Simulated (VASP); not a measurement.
AgF4:

```
Ag F
1.0
     3.62064    0.00000    0.00000
     0.00000    3.62064    0.00000
     0.00000    0.00000    5.29941
Ag F
1 4
Cartesian
  0.0000 0.0000 0.0000
  1.8103 0.0000 1.2012
  0.0000 1.8103 4.0982
  1.8103 0.0000 4.0982
  0.0000 1.8103 1.2012
```

The cell was built by a generator and needn't be a form met in nature.

| Quantity | Value |
| --- | --- |
| Program | VASP 6.6.1 |
| Task | relaxation of cell and atoms |
| Functional | PBE |
| Potentials or basis | VASP PAW PBE potentials, release 64 (Ag, F) |
| Cutoff | 600 eV |
| k mesh | 7 × 7 × 5 |
| Occupations | gaussian, width 0.05 eV |
| Spin | no spin polarisation |

At the start: pressure -0.3 GPa; volume 13.89 Å³/atom.

Problem. Where does the relaxation end?

Solution. Over 22 steps the energy falls by 2.2 meV/atom and the volume is 13.01 Å³/atom (-6.4 %); space group P4/mmm (No. 123, to 0.05 Å).

Step by step:
```
step  energy change (eV)  largest force (eV/Å)  pressure (GPa)  volume (Å³)
   1              0.0000                0.0175           -0.29        69.47
   2             -0.0003                0.0294           -0.06        69.22
   3             -0.0004                0.0362            0.07        69.08
   4             -0.0007                0.0253            0.05        68.98
   5             -0.0011                0.0100            0.02        68.83
   6             -0.0015                0.0171           -0.06        68.53
   7             -0.0018                0.0157           -0.06        68.47
   8             -0.0025                0.0116           -0.04        68.26
   9             -0.0038                0.0018           -0.01        67.85
  10             -0.0060                0.0194            0.10        67.03
  11             -0.0086                0.0769            0.63        65.37
  12             -0.0084                0.0961            0.87        64.80
  13             -0.0086                0.0877            0.72        65.08
  14             -0.0089                0.0830            0.73        65.00
  15             -0.0096                0.0729            0.67        64.78
  16             -0.0100                0.0486            0.58        64.32
  17             -0.0100                0.0571            0.59        64.46
  18             -0.0104                0.0471            0.47        64.57
  19             -0.0111                0.0177            0.08        64.90
  20             -0.0112                0.0098            0.01        64.99
  21             -0.0112                0.0077            0.02        65.01
  22             -0.0112                0.0048           -0.04        65.04
```

Final structure:
```xyz
5
Lattice="3.6401 0.0000 0.0000 0.0000 3.6401 0.0000 0.0000 0.0000 4.9088" Properties=species:S:1:pos:R:3 pbc="T T T"
Ag    3.6401    0.0000    0.0000
F     1.8200    0.0000    1.2019
F     0.0000    1.8200    3.7069
F     1.8200    0.0000    3.7069
F     0.0000    1.8200    1.2019
```

Caveat: an odd number of electrons without spin polarisation forces a metal; a magnetic or distorted state may lie lower.
